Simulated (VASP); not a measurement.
# CuC23 (a cell with a defect) in VASP: a series of runs, part 2 of 2

VASP 6.6.1. Earlier steps stand in the parts before.

## Step 3: Single point, PBEsol+U, collinear spin, ferromagnetic start

INCAR

```
SYSTEM = CuC23
PREC = Accurate
ENCUT = 450
EDIFF = 1E-5
ISMEAR = 0
SIGMA = 0.03
LREAL = Auto
LASPH = .True.
NELM = 120
ALGO = Normal
ISIF = 2
LWAVE = .False.
LCHARG = .False.
ISPIN = 2
MAGMOM = 1 0 0 0 0 0 0 0 0 0 0 0 0 0 0 0 0 0 0 0 0 0 0 0
LORBIT = 11
NUPDOWN = 1
LMAXMIX = 4
LDAU = .True.
LDAUTYPE = 2
LDAUL = 2 -1
LDAUU = 5 0
LDAUJ = 0 0
LDAUPRINT = 1
GGA = PS
KPAR = 4
```

KPOINTS

```
Automatic mesh
0
Gamma
  3 4 4
  0 0 0
```

POSCAR

```
CuC23
1.0
    0.0000000000      5.3503200000      5.3503200000
    3.5668800000      0.0000000000      3.5668800000
    3.5668800000      3.5668800000      0.0000000000
Cu C
1 23
Direct
    0.0000000000      0.0000000000      0.0000000000
    0.0000000000      0.0000000000      0.5000000000
    0.0000000000      0.5000000000      0.0000000000
    0.0000000000      0.5000000000      0.5000000000
    0.3333330000      0.0000000000      0.0000000000
    0.3333330000      0.0000000000      0.5000000000
    0.3333330000      0.5000000000      0.0000000000
    0.3333330000      0.5000000000      0.5000000000
    0.6666670000      0.0000000000      0.0000000000
    0.6666670000      0.0000000000      0.5000000000
    0.6666670000      0.5000000000      0.0000000000
    0.6666670000      0.5000000000      0.5000000000
    0.0833333333      0.1250000000      0.1250000000
    0.0833333333      0.1250000000      0.6250000000
    0.0833333333      0.6250000000      0.1250000000
    0.0833333333      0.6250000000      0.6250000000
    0.4166663333      0.1250000000      0.1250000000
    0.4166663333      0.1250000000      0.6250000000
    0.4166663333      0.6250000000      0.1250000000
    0.4166663333      0.6250000000      0.6250000000
    0.7500003333      0.1250000000      0.1250000000
    0.7500003333      0.1250000000      0.6250000000
    0.7500003333      0.6250000000      0.1250000000
    0.7500003333      0.6250000000      0.6250000000
```

Potentials or basis: VASP PAW PBE potentials, release 64 (Cu, C).

On the command line:

```console
cat potpaw_PBE.64/Cu/POTCAR potpaw_PBE.64/C/POTCAR > POTCAR
mpirun -np 4 vasp_std > vasp.out
```

OUTCAR:

```text
SYSTEM = CuC23
   PREC = Accurate
   ENCUT = 450
   EDIFF = 1E-5
   ISMEAR = 0
   LREAL = Auto
   LASPH = .True.
   NELM = 120
   ISIF = 2
   ISPIN = 2
   LORBIT = 11
   NUPDOWN = 1
   GGA = PS

 ion  position               nearest neighbor table
   1  0.000  0.000  0.000-  21 1.54  13 1.54  15 1.54  14 1.54
   2  0.000  0.000  0.500-  22 1.54  14 1.54  16 1.54  13 1.54
   3  0.000  0.500  0.000-  23 1.54  15 1.54  16 1.54  13 1.54
   4  0.000  0.500  0.500-  24 1.54  16 1.54  14 1.54  15 1.54
   5  0.333  0.000  0.000-  13 1.54  17 1.54  18 1.54  19 1.54
   6  0.333  0.000  0.500-  14 1.54  18 1.54  17 1.54  20 1.54
[... 16 lines left out ...]
  23  0.750  0.625  0.125-   3 1.54  11 1.54   9 1.54  12 1.54
  24  0.750  0.625  0.625-   4 1.54  12 1.54  11 1.54  10 1.54

  LATTYP: Found a face centered orthorhombic cell.
 ALAT       =     5.0443300714
 B/A-ratio  =     1.7320508076
 C/A-ratio  =     2.4494897428

  Lattice vectors:

 A1 = (   0.0000000000,   5.3503200000,   5.3503200000)
 A2 = (  -3.5668800000,   1.7834400000,   5.3503200000)
 A3 = (   3.5668800000,  -0.0000000000,   3.5668800000)

Analysis of symmetry for initial positions (statically):
=====================================================================
 Subroutine PRICEL returns:
 Original cell was already a primitive cell.

 Routine SETGRP: Setting up the symmetry group for a
 face centered orthorhombic supercell.

 Subroutine GETGRP returns: Found  2 space group operations
 (whereof  2 operations were pure point group operations)
 out of a pool of  8 trial point group operations.

The static configuration has the point symmetry C_1h.

Analysis of symmetry for dynamics (positions and initial velocities):
=====================================================================
 Subroutine PRICEL returns:
 Original cell was already a primitive cell.

 Routine SETGRP: Setting up the symmetry group for a
 face centered orthorhombic supercell.

[... 1392 lines left out ...]
     63      18.3549      0.00000
 Fermi energy:        11.0855371119

 spin component 2

 k-point     1 :       0.0000    0.0000    0.0000
  band No.  band energies     occupation
      1     -11.3035      1.00000
      2      -8.3795      1.00000
      3      -8.2062      1.00000
      4      -5.8107      1.00000
      5      -5.7799      1.00000
      6      -5.6390      1.00000
[... 1111 lines left out ...]
     62      18.3872      0.00000
     63      18.4117      0.00000
 [bands above 63 left out]

------------------------ aborting loop because EDIFF is reached ----------------------------------------

  FORCE on cell =-STRESS in cart. coord.  units (eV):
  Direction    XX          YY          ZZ          XY          YZ          ZX
  --------------------------------------------------------------------------------------
  -------------------------------------------------------------------------------------
  Total       26.4016251     26.8902944     26.8902944     -1.3493783      1.1027491     -1.3493784
  in kB      310.7094709    316.4604114    316.4604114    -15.8802581     12.9777836    -15.8802593
  external PRESSURE =     314.5434312 kB  Pullay stress =       0.0000000 kB

 VOLUME and BASIS-vectors are now :
 -----------------------------------------------------------------------------
  energy-cutoff  :      450.00
  volume of cell :      136.14
      direct lattice vectors                 reciprocal lattice vectors
     0.000000000  5.350320000  5.350320000    -0.093452354  0.093452354  0.093452354
     3.566880000  0.000000000  3.566880000     0.140178531 -0.140178531  0.140178531
     3.566880000  3.566880000  0.000000000     0.140178531  0.140178531 -0.140178531

 POSITION                                       TOTAL-FORCE (eV/Angst)
 -----------------------------------------------------------------------------------
      0.00000      0.00000      0.00000        -0.069066      0.143785      0.143785
      1.78344      1.78344      0.00000         0.056208      0.000998     -0.245482
      1.78344      0.00000      1.78344         0.056208     -0.245482      0.000998
      3.56688      1.78344      1.78344         0.214486     -0.018534     -0.018534
      0.00000      1.78344      1.78344         0.056209      0.062076      0.062076
      1.78344      3.56688      1.78344        -0.117486     -0.040974      0.152048
[... 16 lines left out ...]
      2.67516      4.45860      6.24204         0.082676     -0.090336     -0.077267
      4.45860      6.24204      6.24204         0.103576     -0.099063     -0.099063
 -----------------------------------------------------------------------------------
    total drift:                               -0.000324      0.000323      0.000324

  FREE ENERGIE OF THE ION-ELECTRON SYSTEM (eV)
  ---------------------------------------------------
  free  energy   TOTEN  =      -210.3456407765 eV

  energy  without entropy=     -210.3440229747  energy(sigma->0) =     -210.34483188

 total charge

# of ion       s       p       d       tot
------------------------------------------
    1        1.025   1.585   9.667  12.276
    2        0.834   1.719   0.000   2.553
    3        0.834   1.719   0.000   2.553
    4        0.834   1.719   0.000   2.553
    5        0.832   1.730   0.000   2.562
    6        0.829   1.734   0.000   2.563
[... 16 lines left out ...]
   23        0.828   1.741   0.000   2.569
   24        0.828   1.742   0.000   2.569
--------------------------------------------------
tot         20.308  41.617   9.667  71.592

 magnetization (x)

# of ion       s       p       d       tot
------------------------------------------
    1        0.005   0.227   0.160   0.392
    2        0.001   0.007   0.000   0.008
    3        0.001   0.007   0.000   0.008
    4        0.001   0.008   0.000   0.009
    5        0.003   0.013   0.000   0.015
    6        0.002   0.008   0.000   0.010
[... 16 lines left out ...]
   23        0.001   0.005   0.000   0.005
   24        0.000   0.004   0.000   0.005
--------------------------------------------------
tot          0.069   0.663   0.160   0.891
```

OSZICAR:

```text
N       E                     dE             d eps       ncg     rms          rms(c)
DAV:   1     0.764307108536E+03    0.76431E+03   -0.45951E+04  4444   0.157E+03
DAV:   2    -0.104787721276E+03   -0.86909E+03   -0.80701E+03  4956   0.406E+02
DAV:   3    -0.215212332075E+03   -0.11042E+03   -0.10739E+03  5117   0.137E+02
DAV:   4    -0.222109684449E+03   -0.68974E+01   -0.68430E+01  6296   0.352E+01
DAV:   5    -0.222286500883E+03   -0.17682E+00   -0.17659E+00  6088   0.521E+00    0.269E+01
DAV:   6    -0.215667985974E+03    0.66185E+01   -0.79738E+01  6197   0.216E+02    0.163E+01
DAV:   7    -0.210533725934E+03    0.51343E+01   -0.35198E+01  6184   0.157E+02    0.863E+00
DAV:   8    -0.210756175343E+03   -0.22245E+00   -0.10757E+01  6928   0.227E+01    0.569E+00
DAV:   9    -0.210342665299E+03    0.41351E+00   -0.27473E+00  6224   0.490E+01    0.131E+00
DAV:  10    -0.210348685989E+03   -0.60207E-02   -0.14697E-01  6952   0.425E+00    0.632E-01
DAV:  11    -0.210345110772E+03    0.35752E-02   -0.26115E-02  6952   0.442E+00    0.133E-01
DAV:  12    -0.210345616097E+03   -0.50532E-03   -0.51478E-03  6544   0.512E-01    0.773E-02
DAV:  13    -0.210345640456E+03   -0.24360E-04   -0.27354E-04  6896   0.119E-01    0.409E-02
DAV:  14    -0.210345640777E+03   -0.32034E-06   -0.49081E-05  4960   0.145E-01
   1 F= -.21034564E+03 E0= -.21034483E+03  d E =-.161780E-02  mag=     1.0000
```

Run time: 3.5 min. Hardware: 4 MPI ranks of Intel Xeon Platinum 8375C at 2.90GHz (Ice Lake), shared host; peak memory 0.4 GiB.

What came out:

```
Free energy                                           : -210.3456 eV
Largest force                                         : 13.531 eV/Å
Net moment                                            : 1.00 μB per cell
Site moments                                          : Cu +0.39; C +0.01, +0.00, +0.06, +0.07, +0.03, +0.13 μB
Valence electrons inside the program's atomic spheres : Cu 12.28; C 2.55, 2.56, 2.57, 2.65, 2.67
```

Forces in eV/Å, atoms in the order of the input:
```
Cu  -0.069  0.144  0.144
C    0.056  0.001 -0.245
C    0.056 -0.245  0.001
C    0.214 -0.019 -0.019
C    0.056  0.062  0.062
C   -0.117 -0.041  0.152
C   -0.117  0.152 -0.041
C   -0.022 -0.001 -0.001
C   -0.033  0.224  0.224
C   -0.070 -0.019  0.081
C   -0.070  0.081 -0.019
C   -0.034  0.027  0.027
C    7.105  7.532  7.532
C   -7.508 -7.244  7.553
C   -7.508  7.553 -7.244
C   -0.085  0.068  0.068
C   -0.032  0.019  0.019
C    0.166 -0.097 -0.069
C    0.166 -0.069 -0.097
C   -0.113  0.009  0.009
C    7.692 -7.872 -7.872
C    0.083 -0.077 -0.090
C    0.083 -0.090 -0.077
C    0.104 -0.099 -0.099
```

Eigenvalues of the final occupation matrices:
| site | spin | trace | eigenvalues |
| --- | --- | --- | --- |
| site 1 d | 1 | 4.94 | 0.98 0.98 0.98 0.98 1.01 |
| site 1 d | 2 | 4.78 | 0.93 0.94 0.95 0.98 0.98 |

Caveat: the k mesh is coarse (spacing up to 0.38 Å⁻¹), so the values aren't converged; the cutoff is under 1.25 times the usual one of these potentials, so pressure, stress and relaxed cells hold a basis-set (Pulay) error; a pressure of tens of GPa on the cell as given is suspect, and the run, the potentials or the cell itself is likely at fault; the PAW data sets were made with another functional, which shifts forces and pressure a little; the total moment is fixed, so each spin has its own Fermi level; the U is typed as a test and isn't derived for this compound.

## Step 4: Relaxation of the atoms, PBEsol+U, collinear spin, ferromagnetic start

INCAR

```
SYSTEM = CuC23
ALGO = Normal
EDIFF = 1E-5
EDIFFG = -0.03
ENCUT = 450
GGA = PS
IBRION = 2
ISIF = 2
ISMEAR = 0
ISPIN = 2
KPAR = 4
LASPH = .True.
LCHARG = .False.
LDAU = .True.
LDAUJ = 0 0
LDAUL = 2 -1
LDAUPRINT = 1
LDAUTYPE = 2
LDAUU = 5 0
LMAXMIX = 4
LORBIT = 11
LREAL = Auto
LWAVE = .False.
MAGMOM = 3 0 0 0 0 0 0 0 0 0 0 0 0 0 0 0 0 0 0 0 0 0 0 0
NELM = 120
NSW = 40
PREC = Accurate
SIGMA = 0.03
```

KPOINTS

```
k-points
0
Gamma
  3 4 4
  0 0 0
```

POSCAR is that of step 3.

On the command line:

```console
cat potpaw_PBE.64/Cu/POTCAR potpaw_PBE.64/C/POTCAR > POTCAR
mpirun -np 4 vasp_std > vasp.out
```

Wall time 33 min (4 MPI ranks of Intel Xeon Platinum 8375C at 2.90GHz (Ice Lake), shared host); peak memory 0.41 GiB.

The run converged. Its results:

* Free energy: -215.5976 eV
* Energy gained by relaxing: 217.3 meV/atom
* Ionic steps: 19
* Largest force after relaxing: 0.025 eV/Å
* Band gap on the k mesh: none (metal or under the smearing width)
* Net moment: 0.00 μB per cell
* Valence electrons inside the program's atomic spheres: Cu 11.06; C 2.60, 2.57, 2.63, 2.59, 2.58, 2.62, 2.61, 2.56, 2.69, 2.55

Forces in eV/Å, atoms in the order of the input:
```
Cu  -0.024  0.005  0.005
C    0.002 -0.010 -0.008
C    0.002 -0.008 -0.010
C    0.014 -0.008 -0.008
C    0.010  0.002  0.002
C   -0.003 -0.007  0.001
C   -0.003  0.001 -0.007
C    0.016  0.003  0.003
C   -0.020  0.011  0.011
C    0.000 -0.004  0.000
C    0.000  0.000 -0.004
C    0.010  0.008  0.008
C   -0.020 -0.004 -0.004
C   -0.010 -0.001  0.009
C   -0.010  0.009 -0.001
C    0.007  0.000  0.000
C    0.009 -0.012 -0.012
C    0.013 -0.011  0.000
C    0.013  0.000 -0.011
C    0.006  0.005  0.005
C   -0.005  0.004  0.004
C   -0.008 -0.004  0.008
C   -0.008  0.008 -0.004
C    0.010  0.013  0.013
```

The path:
| step | energy change (eV) | largest force (eV/Å) | pressure (GPa) |
| --- | --- | --- | --- |
| 1 | 0.0000 | 13.5626 | 31.20 |
| 2 | 4.7442 | 10.3816 | 31.11 |
| 3 | -4.8830 | 2.8883 | 21.51 |
| 4 | -4.8965 | 2.7481 | 21.58 |
| 5 | -4.8978 | 2.6846 | 21.58 |
| 6 | -5.0137 | 3.5190 | 21.96 |
| 7 | -5.1469 | 1.1708 | 21.81 |
| 8 | -5.1980 | 0.4939 | 21.10 |
| 9 | -5.2012 | 0.3300 | 21.22 |
| 10 | -5.2069 | 0.4440 | 21.23 |
| 11 | -5.2099 | 0.1561 | 21.34 |
| 12 | -5.2125 | 0.1021 | 21.17 |
| 13 | -5.2125 | 0.1064 | 21.27 |
| 14 | -5.2138 | 0.0865 | 21.21 |
| 15 | -5.2139 | 0.1121 | 21.16 |
| 16 | -5.2148 | 0.0480 | 21.19 |
| 17 | -5.2148 | 0.0478 | 21.17 |
| 18 | -5.2150 | 0.0376 | 21.33 |
| 19 | -5.2151 | 0.0251 | 21.27 |

Final structure:
```yaml
crystal:
  lattice:
    - [0.00000, 5.35032, 5.35032]
    - [3.56688, 0.00000, 3.56688]
    - [3.56688, 3.56688, 0.00000]
  atoms:
    - { symbol: Cu, position: [0.99373, 0.00113, 0.00113] }
    - { symbol: C, position: [0.99933, 0.99930, 0.50053] }
    - { symbol: C, position: [0.99933, 0.50053, 0.99930] }
    - { symbol: C, position: [0.00009, 0.50051, 0.50051] }
    - { symbol: C, position: [0.33110, 0.00331, 0.00331] }
    - { symbol: C, position: [0.33990, 0.99897, 0.48994] }
    - { symbol: C, position: [0.33990, 0.48994, 0.99897] }
    - { symbol: C, position: [0.33211, 0.50066, 0.50066] }
    - { symbol: C, position: [0.66849, 0.99862, 0.99862] }
    - { symbol: C, position: [0.65851, 0.00390, 0.50682] }
    - { symbol: C, position: [0.65851, 0.50682, 0.00390] }
    - { symbol: C, position: [0.66746, 0.49959, 0.49959] }
    - { symbol: C, position: [0.09621, 0.14044, 0.14044] }
    - { symbol: C, position: [0.10178, 0.13694, 0.57184] }
    - { symbol: C, position: [0.10178, 0.57184, 0.13694] }
    - { symbol: C, position: [0.08427, 0.62455, 0.62455] }
    - { symbol: C, position: [0.42996, 0.11584, 0.11584] }
    - { symbol: C, position: [0.41142, 0.12576, 0.63234] }
    - { symbol: C, position: [0.41142, 0.63234, 0.12576] }
    - { symbol: C, position: [0.41808, 0.62325, 0.62325] }
    - { symbol: C, position: [0.70877, 0.14853, 0.14853] }
    - { symbol: C, position: [0.75021, 0.12572, 0.62514] }
    - { symbol: C, position: [0.75021, 0.62514, 0.12572] }
    - { symbol: C, position: [0.74744, 0.62636, 0.62636] }
```

Levels at points of the mesh, in eV from the Fermi level:
Spin up:
```csv
k point,band 48,band 49,band 50,band 51,band 52,band 53,band 54,band 55
"(0.00, 0.00, 0.00)",-2.95,-2.38,-2.29,-0.03,1.45,1.58,3.19,3.35
"(0.00, 0.50, 0.00)",-3.61,-3.27,-3.20,-1.98,-0.03,0.85,3.34,3.76
"(0.00, 0.50, 0.50)",-4.20,-3.27,-3.23,-2.02,0.22,0.80,2.82,3.54
```
Spin down:
| k point | band 48 | band 49 | band 50 | band 51 | band 52 | band 53 | band 54 | band 55 |
| --- | --- | --- | --- | --- | --- | --- | --- | --- |
| (0.00, 0.00, 0.00) | -2.95 | -2.38 | -2.29 | -0.03 | 1.45 | 1.58 | 3.19 | 3.35 |
| (0.00, 0.50, 0.00) | -3.61 | -3.27 | -3.20 | -1.98 | -0.03 | 0.85 | 3.34 | 3.76 |
| (0.00, 0.50, 0.50) | -4.20 | -3.27 | -3.23 | -2.02 | 0.22 | 0.80 | 2.82 | 3.54 |

Eigenvalues of the final occupation matrices:
```csv
site,spin,trace,eigenvalues
site 1 d,1,4.75,0.92 0.92 0.97 0.97 0.97
site 1 d,2,4.75,0.92 0.92 0.97 0.97 0.97
```

Caveat: the k mesh is coarse (spacing up to 0.38 Å⁻¹), so the values aren't converged; the cutoff is under 1.25 times the usual one of these potentials, so pressure, stress and relaxed cells hold a basis-set (Pulay) error; the electronic state changed during the relaxation; the PAW data sets were made with another functional, which shifts forces and pressure a little; the U is typed as a test and isn't derived for this compound. The state reached can hang on the start; a lower one may exist.

## Step 5: The runs side by side

| task | fixed moment (μB) | cell | moment (μB) | largest force (eV/Å) |
| --- | --- | --- | --- | --- |
| single point | 3 | as given | 3.00 | 13.29 |
| single point | 1 | as given | 1.00 | 13.53 |
| relaxation of the atoms | - | atoms relaxed | 0.00 | 0.03 |

Alike in all rows: level PBEsol+U; potentials or basis VASP PAW PBE potentials, release 64 (Cu, C); spin collinear, ferromagnetic start; Cu d U = 5 eV; k mesh 3 × 4 × 4; cutoff (eV) 450; smearing gaussian 0.03 eV; the mesh is coarse, so values aren't converged.

Caveats: all runs use coarse meshes; the cutoff is under 1.25 times the usual one of these potentials, so pressure, stress and relaxed cells hold a basis-set (Pulay) error; the PAW data sets were made with another functional, which shifts forces and pressure a little; the U is typed as a test and isn't derived for this compound; a pressure of tens of GPa on the cell as given is suspect, and the run, the potentials or the cell itself is likely at fault (some runs); the total moment is fixed, so each spin has its own Fermi level (some runs); the electronic state changed during the relaxation (some runs).

Total energies depend on the potentials used, so only differences within one code and one set of settings carry meaning.
